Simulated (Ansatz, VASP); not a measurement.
# CsIrF3: VASP beside Ansatz

One calculation is typed for both programs; each brings its own data sets. How far apart do they land? The cell is generated by rule, not measured, and may not be a known phase. The two relaxations start from unlike cells of this crystal (the structure described is Ansatz's start), so only their ends are compared.

Main program and level: Ansatz 0.2.0; plane waves, with VASP 6.6.1 beside it; relaxation of cell and atoms at PBEsol.

The structure was built from a prototype and need not be the compound's stable phase.

## (1) Starting point

It takes space group Pm-3m (No. 221, cubic). Conventional cell: a = 4.415 Å, b = 4.415 Å, c = 4.415 Å, α = 90.00°, β = 90.00°, γ = 90.00°. Cs has 12 F at 3.12 Å nearest. Ir has 6 F at 2.21 Å nearest. Nearest to F lie 2 Ir at 2.21 Å and 4 Cs at 3.12 Å. Farther neighbours and most contacts between anions are not listed.

## (2) Ansatz: relaxation of cell and atoms, PBEsol

Ansatz runs on its default PAW (the set named soft_2) files.

The relaxed volume is the usual yardstick between codes: in a stiff, nearly cubic crystal its relative difference is about their pressure difference at one cell divided by the bulk modulus.

input.yaml reads:

```yaml
crystal:
  lattice:
    - [4.4154, 0.0, 0.0]
    - [0.0, 4.4154, 0.0]
    - [0.0, 0.0, 4.4154]
  atoms:
    - { symbol: Cs, position: [0.0, 0.0, 0.0] }
    - { symbol: Ir, position: [0.5, 0.5, 0.5] }
    - { symbol: F, position: [0.5, 0.5, 0.0] }
    - { symbol: F, position: [0.5, 0.0, 0.5] }
    - { symbol: F, position: [0.0, 0.5, 0.5] }
kpoints:
  mp_grid: { grid: [6, 6, 6] }
hamiltonian:
  xc: pbesol
scf:
  occupations: { method: fermi_dirac, width: 0.02 }
relax:
  f_tol: 0.01
  max_steps: 80
  cell: {}
```

On the command line:

```sh
> ansatz run input.yaml --threads 4 --pin off --max-ram 9216MiB --backend cpu --events-out ev --progress --plain --runs-dir out
```

Numbers of over 12 decimals in the logs are rounded to 6 here.

Output:

```text
Engine: ansatz 0.2.0, x86_64-unknown-linux-gnu
Pseudopotentials: kind: paw
Pseudopotential: Cs, paw, valence charge 9, recommended cutoff 420 eV (normal), Cs.paw.azcp
Pseudopotential: Ir, paw, valence charge 17, recommended cutoff 420 eV (normal), Ir.paw.azcp
Pseudopotential: F, paw, valence charge 7, recommended cutoff 420 eV (normal), F.paw.azcp
Functional definition: PBEsol
  exchange = pbesol_x
  correlation = pbesol_c
Crystal: 5 atoms, lattice volume = 86.082 Å³
Basis set: ecut = 420 eV, 1743 PW (Γ), exchange–correlation on 60×60×60 points (8 copies of the dense FFT grid, shifted against one another)
Bands: 29, of which v1, the nominal top of the filled ones, is band 24 counted from 1 (23 counted from 0)
Symmetry: 48 space group operations
Space group: Pm-3m (ITA 221), of the structure as read, at distance tolerance 4.4e-5 Å
k-points: 20 of 216
Non-local potential: Cs, projectors of the file, l = 0: 3, l = 1: 2, l = 2: 2, l = 3: 2
Non-local potential: Ir, projectors of the file, l = 0: 3, l = 1: 2, l = 2: 2, l = 3: 1
Non-local potential: F, projectors of the file, l = 0: 2, l = 1: 2, l = 2: 1
PAW form: soft (Blöchl's): semilocal exchange-correlation on the pseudo side does not see the compensation charge
PAW frozen core: Cs, regenerated for the run's functional, and the local potential with it (the file was generated under x = pbe(κ = 0.804, μ = 0.219515), c = pbe(β = 0.066725))
PAW frozen core: Ir, regenerated for the run's functional, and the local potential with it (the file was generated under x = pbe(κ = 0.804, μ = 0.219515), c = pbe(β = 0.066725))
PAW frozen core: F, regenerated for the run's functional, and the local potential with it (the file was generated under x = pbe(κ = 0.804, μ = 0.219515), c = pbe(β = 0.066725))
PAW one-centre angular grid: Cs, 194 points (default); XC on 64 Gauss nodes
PAW one-centre angular grid: Ir, 590 points (default); XC on 64 Gauss nodes
PAW one-centre angular grid: F, 110 points (default); XC on 64 Gauss nodes
Initial density: superposition of atomic densities (neutral atoms: chi_scale 0, normalization atom), corrected by the library's trained network
Initial wavefunctions: pseudopotential atomic-orbital guess
Functional: x = pbesol(κ = 0.804, μ = 0.123457), c = pbesol(β = 0.046)
SCF iter   1: F=—  HF=-19784.571075 eV  |F-HF|=—  |Δ(HF+E_count)|=         —  Δρ=1.46e-2  dr2=1.08e-1  ethr=1.77e-3  ⟨swp⟩=6.5  Hψ=2552  notcnv=0
preconditioner: auto → LDOS  [insulator: Δε(μ)=0.306 eV  Ē_g=12.874 eV  σ=0.020 eV  W_gap=0.82  n_scr=26 (ndim 8)  ℏωp=25.0 eV  f_vac=0.044  D(μ)=3.90/eV (n_scr^D=32)  ε∞_Penn≈4.8  β→1.0]
SCF iter   2: F=—  HF=-19784.558803 eV  |F-HF|=—  |Δ(HF+E_count)|=   1.23e-2  Δρ=1.21e-2  dr2=6.72e-2  ethr=2.31e-4  ⟨swp⟩=3.0  Hψ=1266  notcnv=0  defer=14
SCF iter   3: F=—  HF=-19784.538631 eV  |F-HF|=—  |Δ(HF+E_count)|=   2.02e-2  Δρ=1.05e-3  dr2=6.23e-4  ethr=1.43e-4  ⟨swp⟩=2.4  Hψ=1082  notcnv=0  defer=14
SCF iter   4: F=—  HF=-19784.538517 eV  |F-HF|=—  |Δ(HF+E_count)|=   1.14e-4  Δρ=2.68e-4  dr2=5.17e-5  ethr=1.33e-6  ⟨swp⟩=2.0  Hψ=1153  notcnv=0  defer=14
SCF iter   5: F=—  HF=-19784.538482 eV  |F-HF|=—  |Δ(HF+E_count)|=   3.48e-5  Δρ=1.42e-4  dr2=1.70e-5  ethr=1.10e-7  ⟨swp⟩=2.0  Hψ=1019  notcnv=0  defer=14
SCF iter   6: F=—  HF=-19784.538479 eV  |F-HF|=—  |Δ(HF+E_count)|=   3.00e-6  Δρ=3.78e-5  dr2=1.02e-6  ethr=3.61e-8  ⟨swp⟩=2.1  Hψ=811  notcnv=0  defer=14
SCF iter   7: F=-19784.538479 eV  HF=-19784.538479 eV  |F-HF|=2.14e-8  |Δ(HF+E_count)|=   1.39e-7  Δρ=6.25e-6  dr2=2.72e-8  ethr=2.13e-10  ⟨swp⟩=3.0  Hψ=2108  notcnv=0
SCF 1 converged in 7 iterations: F = -19784.538479 eV  dr2 = 2.72e-8
  greatest PAW one-centre occupation: 1.000 electrons in one spin orbital (limit 2), on the Ir atom at site 1 (counted from 0), in its partial waves of l = 0
relax step   1: F+E_penalty+E_count = -19784.53847855 eV  Δ(F+E_penalty+E_count) = +0.000e0 eV  max|allowed force component| = 2.548e-29 eV/Å  Δτ_max = 0.0000 Å  P = -5.325 GPa  Ω = 86.082 Å³  (7 SCF iters, dr2 threshold 1.00e-7 eV, accepted)
[...]
relax step   4: F+E_penalty+E_count = -19784.65661346 eV  Δ(F+E_penalty+E_count) = -2.856e-4 eV  max|allowed force component| = 1.103e-28 eV/Å  Δτ_max = 0.0000 Å  P = -0.001 GPa  Ω = 80.414 Å³  energy of the carried Pulay correction = +1.796e-2 eV  (5 SCF iters, dr2 threshold 2.10e-8 eV, accepted)
[...]
relax step   5: F+E_penalty+E_count = -19784.64427261 eV  Δ(F+E_penalty+E_count) = +1.234e-2 eV  max|allowed force component| = 7.352e-29 eV/Å  Δτ_max = 0.0000 Å  P = -0.314 GPa  Ω = 80.414 Å³  stress off target by 3.14e-1 GPa  SCF on the basis re-selected at this cell (its energy is not comparable with the rows above)  (7 SCF iters)
[...]
relax step   6: F+E_penalty+E_count = -19784.64545008 eV  Δ(F+E_penalty+E_count) = -1.177e-3 eV  max|allowed force component| = 8.436e-29 eV/Å  Δτ_max = 0.0000 Å  P = +0.004 GPa  Ω = 80.137 Å³  energy of the carried Pulay correction = +9.090e-4 eV  (5 SCF iters, dr2 threshold 2.47e-7 eV, accepted)
[...]
relax step   7: F+E_penalty+E_count = -19784.64484810 eV  Δ(F+E_penalty+E_count) = +6.020e-4 eV  max|allowed force component| = 5.101e-29 eV/Å  Δτ_max = 0.0000 Å  P = -0.009 GPa  Ω = 80.137 Å³  stress off target by 8.86e-3 GPa  SCF on the basis re-selected at this cell (its energy is not comparable with the rows above)  (6 SCF iters)
basis re-selected at this cell: Δ(F+E_penalty+E_count) = +6.020e-4 eV, ΔP = -0.013 GPa vs the last step (what re-selecting the basis moved, of the pressure what is left beyond the Pulay correction that the steps carried, after the strain that the cell walked since its last selection, with what the two solves' SCF thresholds leave and, on support functions, any second-order correction that the steps lacked; it is no m [...]
SCF converged after 6 iterations
Free energy (F): -19784.644848 eV
Harris-Foulkes:  -19784.644848 eV  (|F-HF|=2.55e-11)
Internal energy: -19784.639717 eV  (E = F + TS)
E sigma→0 (E₀):  -19784.642283 eV
Entropy (-TS):   -0.005131 eV (-1.026 meV/atom)
Fermi energy:    9.908462 eV
--- Per-component energies (eV) ---
  E_band       = -369.018378
  E_kinetic    = 1387.246953
  E_local      = -4193.080857  (includes V_loc(G=0)·N_el)
  E_nonlocal   = 331.284591
  E_hartree    = 1643.354493
  E_xc         = -672.914985
  E_vxc        = -727.231093  (∫ρ·V_xc dr)
  E_paw        = -14653.501969  (= ΣΔE_a)
  E_vpaw       = -453.952772  (= ΣTr[D̂ρ^β])
  E_aug_tail   = 0.005891  (compensation charges beyond the density's cutoff)
  E_ewald      = -3627.570606
  E_core_change = 0.536773  (= ΣΔE_core)
  E_smearing   = -0.005131  (= −TS)
  E_closure    = 0.000000  (closes the sum)
  Σ components = -19784.644848   (vs F -19784.644848, Δ=0.00e0)
--- Forces (eV/Å), atoms counted from 1 ---
  atom   1  Cs     0.00000000    -0.00000000    -0.00000000
  atom   2  Ir    -0.00000000    -0.00000000    -0.00000000
  atom   3  F      0.00000000     0.00000000     0.00000000
  atom   4  F     -0.00000000     0.00000000    -0.00000000
  atom   5  F     -0.00000000     0.00000000     0.00000000
  max |Σ_I F_I| component: 6.84e-29 eV/Å
--- Stress (GPa, compression-positive) ---
       -0.008863       0.000000      -0.000000
        0.000000      -0.008863       0.000000
       -0.000000       0.000000      -0.008863
  P = ⅓ Tr σ = -0.0089 GPa (-0.089 kbar)
--- Relaxed structure (5 steps of the walk, 5 accepted, 2 SCFs on fresh bases) ---
  F+E_penalty+E_count = -19784.64484810 eV   max|allowed force component| = 5.101e-29 eV/Å   (the final SCF, on the basis selected at the relaxed cell)
  cell:  # Å, volume = 80.1369 Å³
    - [4.311325, 0, 0]
    - [0, 4.311325, 0]
    - [0, 0, 4.311325]
  atoms:
    - { symbol: Cs, position: [0, 0, 0] }
    - { symbol: Ir, position: [0.500000, 0.500000, 0.500000] }
    - { symbol: F, position: [0.500000, 0.500000, 0] }
    - { symbol: F, position: [0.500000, 0, 0.500000] }
    - { symbol: F, position: [0, 0.500000, 0.500000] }
```

In the SCF lines HF is the Harris–Foulkes energy and dr2 the Hartree energy of the density residual, in eV; the loop may stop once dr2 is under the threshold and the program's other checks hold. Hψ counts applications of the Hamiltonian.

## (3) VASP: relaxation of cell and atoms, PBEsol

Its own start cell and the same functional, mesh and smearing now go to VASP, with its own data sets.

Lines of VASP's logs that name or quote its potential files are left out, and so is its time.

INCAR reads:

```
SYSTEM = CsIrF3
PREC = Accurate
ENCUT = 600
EDIFF = 1E-07
NELM = 120
ISMEAR = -1
SIGMA = 0.02
LREAL = .FALSE.
ALGO = Normal
GGA = PS
NBANDS = 25
LASPH = .TRUE.
LORBIT = 11
LWAVE = .FALSE.
LCHARG = .FALSE.
ISIF = 3
IBRION = 2
NSW = 80
EDIFFG = -0.005
GGA_COMPAT = .FALSE.
NELMIN = 4
KPAR = 2
```

POSCAR reads:

```
CsIrF3
1.0
    4.3121777999      0.0000000000      0.0000000000
    0.0000000000      4.3121777999      0.0000000000
    0.0000000000      0.0000000000      4.3121777999
Cs Ir F
1 1 3
Direct
    0.0000000000      0.0000000000      0.0000000000
    0.5000000000      0.5000000000      0.5000000000
    0.5000000000      0.5000000000      0.0000000000
    0.5000000000      0.0000000000      0.5000000000
    0.0000000000      0.5000000000      0.5000000000
```

KPOINTS reads:

```
Automatic mesh
0
Gamma
6 6 6
0 0 0
```

The projector-augmented-wave data sets are Cs_sv, Ir and F (PBE family, release 64).

On the command line:

```sh
> mpirun -np 2 vasp_std
```

Output:

```text
[banner, memory and clock lines left out]
running    2 mpi-ranks, on    1 nodes
 distrk:  each k-point on    1 cores,    2 groups
 distr:  one band on    1 cores,    1 groups

 POSCAR found type information on POSCAR CsIrF
 POSCAR found :  3 types and       5 ions
|                                                                             |
|               ----> ADVICE to this user running VASP <----                  |
|                                                                             |
|     You enforced a specific xc type in the INCAR file but a different       |
|     [... a line on the potential file left out ...]
|     I HOPE YOU KNOW WHAT YOU ARE DOING!                                     |
|                                                                             |

 LDA part: xc-table for (Slater+PW92), standard interpolation
 POSCAR, INCAR and KPOINTS ok, starting setup
 FFT: planning ... GRIDC
 FFT: planning ... GRID_SOFT
 FFT: planning ... GRID
 WAVECAR not read
 entering main loop
       N       E                     dE             d eps       ncg     rms          rms(c)
DAV:   1     0.378443901148E+03    0.37844E+03   -0.21852E+04  1000   0.166E+03
DAV:   2     0.737118773451E+01   -0.37107E+03   -0.35997E+03  1103   0.386E+02
DAV:   3    -0.248882200102E+02   -0.32259E+02   -0.31842E+02  1304   0.117E+02
DAV:   4    -0.255429678856E+02   -0.65475E+00   -0.65305E+00  1147   0.183E+01
DAV:   5    -0.255553282792E+02   -0.12360E-01   -0.12351E-01  1243   0.243E+00    0.163E+01
DAV:   6    -0.236491637867E+02    0.19062E+01   -0.86851E+00  1376   0.271E+01    0.117E+01
DAV:   7    -0.235757517068E+02    0.73412E-01   -0.72975E-01  1174   0.738E+00    0.707E+00
DAV:   8    -0.235576782857E+02    0.18073E-01   -0.12735E-01  1081   0.302E+00    0.726E-01
DAV:   9    -0.235516431770E+02    0.60351E-02   -0.25095E-02  1349   0.136E+00    0.117E-01
DAV:  10    -0.235518762636E+02   -0.23309E-03   -0.20638E-03  1055   0.349E-01    0.976E-02
DAV:  11    -0.235518927280E+02   -0.16464E-04   -0.21390E-04  1244   0.141E-01    0.122E-02
DAV:  12    -0.235519026285E+02   -0.99005E-05   -0.36006E-05  1096   0.417E-02    0.103E-02
DAV:  13    -0.235519010624E+02    0.15661E-05   -0.39091E-06  1304   0.179E-02    0.191E-03
DAV:  14    -0.235519011546E+02   -0.92190E-07   -0.62132E-07  1139   0.452E-03
   1 F= -.23551901E+02 E0= -.23549336E+02  d E =-.235519E+02
 curvature:   0.00 expect dE= 0.000E+00 dE for cont linesearch  0.000E+00
 trial: gam= 0.00000 g(F)=  0.000E+00 g(S)=  0.247E-04 ort = 0.000E+00 (trialstep = 0.100E+01)
 search vector abs. value=  0.247E-04
 bond charge predicted
       N       E                     dE             d eps       ncg     rms          rms(c)
DAV:   1    -0.235521434138E+02   -0.24235E-03   -0.52679E-03  1039   0.610E-01    0.115E-01
DAV:   2    -0.235519307289E+02    0.21268E-03   -0.77915E-04  1073   0.221E-01    0.405E-02
DAV:   3    -0.235519135235E+02    0.17205E-04   -0.57517E-05  1106   0.857E-02    0.213E-02
DAV:   4    -0.235519099465E+02    0.35769E-05   -0.10555E-05  1251   0.207E-02    0.122E-02
DAV:   5    -0.235519091800E+02    0.76657E-06   -0.20455E-06  1237   0.120E-02    0.164E-03
DAV:   6    -0.235519090762E+02    0.10379E-06   -0.18761E-07   779   0.491E-03    0.854E-04
DAV:   7    -0.235519089201E+02    0.15610E-06   -0.54858E-08   573   0.178E-03    0.624E-04
DAV:   8    -0.235519089288E+02   -0.87193E-08   -0.82694E-09   559   0.781E-04
   2 F= -.23551909E+02 E0= -.23549344E+02  d E =-.777424E-05
 trial-energy change:   -0.000008  1 .order   -0.000008   -0.000025    0.000008
 step:   0.7356(harm=  0.7576)  dis= 0.00000  next Energy=   -23.551910 (dE=-0.883E-05)
 reached required accuracy - stopping structural energy minimisation
```

From OUTCAR (step 3):

```text
ion  position               nearest neighbor table
   1  0.000  0.000  0.000-
   2  0.500  0.500  0.500-   3 2.16   4 2.16   5 2.16   3 2.16   4 2.16   5 2.16
   3  0.500  0.500  0.000-   2 2.16   2 2.16
   4  0.500  0.000  0.500-   2 2.16   2 2.16
   5  0.000  0.500  0.500-   2 2.16   2 2.16

  LATTYP: Found a simple cubic cell.
 ALAT       =     4.3121777999

 Subroutine GETGRP returns: Found 48 space group operations
 (whereof 48 operations were pure point group operations)

The static configuration has the point symmetry O_h .

 Found     20 irreducible k-points:

   k-points           NKPTS =     20   k-points in BZ     NKDIM =     20   number of bands    NBANDS=     25

   dimension x,y,z NGX =    36 NGY =   36 NGZ =   36
   dimension x,y,z NGXF=    72 NGYF=   72 NGZF=   72

   ENCUT  =  600.0 eV  44.10 Ry    6.64 a.u.   8.61  8.61  8.61*2*pi/ulx,y,z

   NELECT =      39.0000    total number of electrons

 k-points in reciprocal lattice and weights: Automatic mesh
   0.00000000  0.00000000  0.00000000       0.005
   0.16666667  0.00000000  0.00000000       0.028
   0.33333333  0.00000000  0.00000000       0.028
   0.50000000  0.00000000  0.00000000       0.014
   0.16666667  0.16666667  0.00000000       0.056
   0.33333333  0.16666667  0.00000000       0.111
   0.50000000  0.16666667  0.00000000       0.056
   0.33333333  0.33333333  0.00000000       0.056
   0.50000000  0.33333333  0.00000000       0.056
[...]
0.50000000  0.50000000  0.33333333       0.028
   0.50000000  0.50000000  0.50000000       0.005

 average (electrostatic) potential at core
       1 -46.8520       2 -54.2332       3 -77.0730       4 -77.0730       5 -77.0730

 E-fermi :   3.6448

 k-point     1 :       0.0000    0.0000    0.0000
  band No.  band energies     occupation
    ...
     17       1.7549      2.00000
     18       1.7549      2.00000
     19       1.7549      2.00000
     20       2.8411      2.00000
     21       2.8412      2.00000
     22       4.5565      0.00000
     23       7.9013      0.00000
     24       7.9013      0.00000
     25      11.4982      0.00000

 k-point     2 :       0.1667    0.0000    0.0000
  band No.  band energies     occupation
    ...
     17       1.7685      2.00000
     18       2.0112      2.00000
     19       2.0112      2.00000
     20       2.8488      2.00000
     21       3.3121      2.00000
     22       5.1422      0.00000
     23       8.1044      0.00000
     24       8.3416      0.00000
     25      11.1999      0.00000

 k-point     3 :       0.3333    0.0000    0.0000
  band No.  band energies     occupation
    ...
     16      -1.5815      2.00000
     17       1.7960      2.00000
     18       2.4943      2.00000
     19       2.4943      2.00000
     20       2.8629      2.00000
     21       3.8378      0.00013
     22       6.6581      0.00000
     23       8.5415      0.00000
     24       8.9648      0.00000
     25      10.7505      0.00000

  Total       -0.0093414     -0.0093414     -0.0093414     -0.0000000      0.0000000     -0.0000000
  in kB       -0.1864939     -0.1864939     -0.1864939     -0.0000000      0.0000000     -0.0000000
  external PRESSURE =      -0.1864939 kB  Pullay stress =       0.0000000 kB

  energy-cutoff  :      600.00
  volume of cell :       80.25
      direct lattice vectors                 reciprocal lattice vectors
     4.313392416  0.000000000 -0.000000000     0.231836083  0.000000000  0.000000000
    -0.000000000  4.313392416  0.000000000    -0.000000000  0.231836083 -0.000000000
    -0.000000000  0.000000000  4.313392416     0.000000000 -0.000000000  0.231836083

 POSITION                                       TOTAL-FORCE (eV/Angst)
 -----------------------------------------------------------------------------------
      0.00000      0.00000      0.00000         0.000000     -0.000000      0.000000
      2.15670      2.15670      2.15670         0.000000     -0.000000      0.000000
      2.15670      2.15670      0.00000         0.000000     -0.000000      0.000000
      2.15670      0.00000      2.15670         0.000000      0.000000      0.000000
     -0.00000      2.15670      2.15670        -0.000000      0.000000      0.000000
 -----------------------------------------------------------------------------------
    total drift:                                0.000000      0.000000      0.000000

  FREE ENERGIE OF THE ION-ELECTRON SYSTEM (eV)
  ---------------------------------------------------
  free  energy   TOTEN  =       -23.5519089288 eV

  energy  without entropy=      -23.5467785974  energy(sigma->0) =      -23.54934376

 reached required accuracy - stopping structural energy minimisation

 total charge
# of ion       s       p       d       tot
------------------------------------------
    1        1.844   4.705   0.042   6.591
    2        0.349   0.339   7.074   7.761
    3        1.730   4.305   0.000   6.036
    4        1.730   4.305   0.000   6.036
    5        1.730   4.305   0.000   6.036
--------------------------------------------------
tot          7.383  17.959   7.116  32.459

[... 3 further parts left out ...]
```

This run has no spin polarisation, so a moment on Ir, if there is one, isn't seen. Its electron count is odd, so without a moment it is a metal by construction. The k-mesh is coarse for a metal. The run keeps the 48 symmetry operations of its start, so it cannot find a distortion of lower symmetry.

## (4) Differences

Known differences besides the potentials themselves: the data sets hold 47 valence electrons in Ansatz (on its default PAW (the set named soft_2) files) and 39 in VASP; the cutoff is 420 eV in Ansatz and 600 eV in VASP; Ansatz makes its cores anew for this functional, VASP keeps those of its PBE data sets; Ansatz adds a Pulay correction to the stress that steers its cell, VASP none. Total energies have different zeros and are not compared.

The two programs side by side:

```
                                         quantity  Ansatz   VASP  difference
                                      volume (Å³)   80.14  80.25     -0.14 %
edge a after relaxation, in the typed setting (Å)   4.311  4.313     -0.05 %
```

## (5) Summary of results

| Property | Result |
| --- | --- |
| difference in volume (relaxation of cell and atoms, PBEsol) | -0.14 % |

In words: The difference in volume is -0.14 % (relaxation of cell and atoms, PBEsol), within the 1.2 % picked in this series as the mark of a large difference, as far as the stopping tolerances let one tell. The data sets hold unlike numbers of valence electrons (47 in Ansatz and 39 in VASP), so part of the differences comes from the potentials. Such differences can come from data sets, numerical settings and the points named under the comparisons, not from the functional's error against experiment.

[Lines on the potential files, build, host, timing and source positions are cut from VASP's logs without a mark.]

[Logs are printed without paths, hosts, clocks, repeated set-up lines and the standing remarks that a program may print on its own settings, such as how far it seeks lower states.]

[Hosts, paths, dates, database ids (printed as entryN), source tags and the programs' standing remarks are cut or masked in the printed files.]
